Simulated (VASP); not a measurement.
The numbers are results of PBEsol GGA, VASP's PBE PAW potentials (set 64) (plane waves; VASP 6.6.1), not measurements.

The input files of a VASP run:

**POSCAR**
```
Al
9.2680680
  0.3074086808   0.0000000000   0.0000000000
 -0.1537043404   0.2662237313   0.0000000000
  0.0000000000   0.0000000000   0.4999999798
Al
2
direct
  0.3333330000   0.6666670000   0.2500000000
  0.6666670000   0.3333330000   0.7500000000
```

File KPOINTS:
```
Automatic mesh
0
Gamma
16 16 9
0 0 0
```

### INCAR
```
# general
SYSTEM  =  Al
PREC    =  Accurate
ENCUT   =  400   # plane-wave cut-off (eV)
LREAL   =  .FALSE.   # projection in real space or not
LASPH   =  .TRUE.   # aspherical one-centre terms

# electronic loop
EDIFF   =  1E-7
NELM    =  100
ALGO    =  Normal

# smearing
ISMEAR  =  -5

# functional
GGA     =  PS

# ions
ISIF    =  2   # forces and stress, cell fixed

# output
LWAVE   =  .FALSE.
LCHARG  =  .TRUE.
LORBIT  =  11
NEDOS   =  601   # DOS grid
```

POTCAR, in this order: Al (PBE.64 set). Program: vasp_std.

What VASP printed:

### OSZICAR
```
       N       E                     dE             d eps       ncg     rms          rms(c)
DAV:   1    -0.225745289691E+01   -0.22575E+01   -0.20276E+03  2114   0.548E+02
DAV:   2    -0.812163906858E+01   -0.58642E+01   -0.55441E+01  2898   0.431E+01
DAV:   3    -0.817582680822E+01   -0.54188E-01   -0.52297E-01  3094   0.532E+00
DAV:   4    -0.817594216216E+01   -0.11535E-03   -0.11553E-03  2996   0.218E-01
DAV:   5    -0.817594243572E+01   -0.27356E-06   -0.27511E-06  3024   0.930E-03    0.199E+00
DAV:   6    -0.813954054980E+01    0.36402E-01   -0.48983E-03  2653   0.460E-01    0.112E+00
DAV:   7    -0.811583168264E+01    0.23709E-01   -0.12333E-02  2492   0.702E-01    0.202E-01
DAV:   8    -0.811571864255E+01    0.11304E-03   -0.13311E-04  3388   0.894E-02    0.258E-02
DAV:   9    -0.811572242455E+01   -0.37820E-05   -0.10141E-06  2744   0.756E-03    0.178E-03
DAV:  10    -0.811572255037E+01   -0.12582E-06   -0.44003E-08  2674   0.135E-03    0.110E-03
DAV:  11    -0.811572250692E+01    0.43455E-07   -0.13108E-09  1582   0.305E-04
   1 F= -.81157225E+01 E0= -.81157225E+01  d E =0.000000E+00
```

File OUTCAR:
```
------------------------ aborting loop because EDIFF is reached ----------------------------------------
  FORCE on cell =-STRESS in cart. coord.  units (eV):
  Direction    XX          YY          ZZ          XY          YZ          ZX
  --------------------------------------------------------------------------------------
  Total       -0.1030261     -0.1030261      0.0609455      0.0000000      0.0000000      0.0000000
  in kB       -5.0670770     -5.0670772      2.9974463      0.0000000      0.0000000      0.0000000
  external PRESSURE =      -2.3789026 kB  Pullay stress =       0.0000000 kB
  volume of cell :       32.58
      direct lattice vectors                 reciprocal lattice vectors
     2.849084558  0.000000000  0.000000000     0.350989934  0.202644129  0.000000000
    -1.424542279  2.467379644  0.000000000     0.000000000  0.405288259  0.000000000
     0.000000000  0.000000000  4.634033813     0.000000000  0.000000000  0.215794714
 POSITION                                       TOTAL-FORCE (eV/Angst)
 -----------------------------------------------------------------------------------
     -0.00000      1.64492      1.15851         0.000000     -0.000000      0.000000
      1.42454      0.82246      3.47553        -0.000000      0.000000      0.000000
 -----------------------------------------------------------------------------------
    total drift:                                0.000013     -0.000002     -0.000001
  FREE ENERGIE OF THE ION-ELECTRON SYSTEM (eV)
  ---------------------------------------------------
  free  energy   TOTEN  =        -8.1157225069 eV

  energy  without entropy=       -8.1157225069  energy(sigma->0) =       -8.11572251

 total charge

# of ion       s       p       d       tot
------------------------------------------
    1        0.434   0.339   0.000   0.773
    2        0.434   0.339   0.000   0.773
--------------------------------------------------
tot          0.867   0.678   0.000   1.545
```
(Selected blocks of OUTCAR.)

For a metal the tetrahedron method with Blöchl corrections gives inexact stress and forces.

The structure was generated: Al was put into the hcp type (P6_3/mmc), which need not be its known phase. It was relaxed first.
